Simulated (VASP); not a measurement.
Here is the system:

```xyz
4
Lattice="1.9194 -3.3245 0.0000 1.9194 3.3245 0.0000 0.0000 0.0000 6.2955" Properties=species:S:1:pos:R:3 pbc="T T T"
Zn     1.9194    -1.1082     3.1493
Zn     1.9194     1.1082     0.0015
S      1.9194    -1.1082     5.5070
S      1.9194     1.1082     2.3593
```

Method: optB88-vdW, VASP's PBE PAW potentials (set 64) (plane waves; VASP 6.6.1). Run with 520 eV cut-off, Gaussian smearing of 0.050 eV, potentials Zn S.

Give the energies of bands 8 to 21 at the high-symmetry points, in eV from the valence-band maximum.

| band | Γ | M | K | A | L | H |
|---|---|---|---|---|---|---|
| 8 | -5.96 | -6.03 | -6.00 | -6.34 | -6.07 | -6.02 |
| 9 | -5.96 | -5.91 | -5.96 | -5.92 | -5.89 | -5.96 |
| 10 | -5.89 | -5.86 | -5.93 | -5.92 | -5.89 | -5.96 |
| 11 | -5.89 | -5.76 | -5.69 | -5.92 | -5.73 | -5.61 |
| 12 | -5.74 | -5.75 | -5.69 | -5.92 | -5.73 | -5.61 |
| 13 | -5.18 | -4.75 | -4.23 | -2.84 | -4.78 | -4.65 |
| 14 | -0.85 | -4.04 | -4.23 | -2.84 | -4.78 | -4.65 |
| 15 | -0.85 | -3.15 | -3.70 | -0.45 | -1.57 | -2.94 |
| 16 | -0.08 | -2.14 | -2.23 | -0.45 | -1.57 | -2.94 |
| 17 | 0.00 | -1.61 | -2.23 | -0.45 | -1.54 | -1.29 |
| 18 | 0.00 | -0.85 | -2.01 | -0.45 | -1.54 | -1.29 |
| 19 | 2.02 | 3.66 | 4.32 | 3.44 | 3.50 | 4.45 |
| 20 | 3.02 | 4.15 | 5.75 | 3.44 | 3.50 | 4.45 |
| 21 | 6.33 | 5.12 | 5.75 | 6.75 | 5.25 | 6.33 |

The gap is direct, 2.02 eV, from the valence maximum at Γ to the conduction minimum at Γ.

Measured: gap 3.91 eV (computed value off by -1.89 eV), as given by Mehmet Aras et al., The Journal of Chemical Physics (2014), arXiv:1312.4272.

The compound is ZnS in the wurtzite structure, the high-temperature form. It was relaxed first.
